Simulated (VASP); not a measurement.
Data:

```yaml
crystal:
  lattice:
    - [1.59242, -2.75816, 0.00000]
    - [1.59242, 2.75816, 0.00000]
    - [0.00000, 0.00000, 13.94672]
  atoms:
    - { symbol: Mo, position: [0.33333, 0.66667, 0.25000] }
    - { symbol: Mo, position: [0.66667, 0.33333, 0.75000] }
    - { symbol: S, position: [0.33333, 0.66667, 0.86200] }
    - { symbol: S, position: [0.66667, 0.33333, 0.36200] }
    - { symbol: S, position: [0.66667, 0.33333, 0.13800] }
    - { symbol: S, position: [0.33333, 0.66667, 0.63800] }
```

These are PBE GGA, VASP's PBE PAW potentials (set 64) (plane waves; VASP) values and carry that method's errors. Numerical set-up: 520 eV cut-off, Gaussian smearing of 0.050 eV, potentials Mo_sv S.

Without a dispersion term in the relaxation, distances and binding between the weakly bound layers, chains or molecules are unreliable, and so is what depends on them.

Task: Estimate the band gap (along the path) with the smallest direct gap where there is one.

Result: 
```json
{
  "band gap (along the path)": "1.35 eV",
  "smallest direct gap (along the path)": "1.66 eV"
}
```

Total energies compare only between runs with the same potentials, cut-off and functional.

The compound is MoS2 in the 2H layered structure. It was relaxed first, which changed the volume by +15 %.
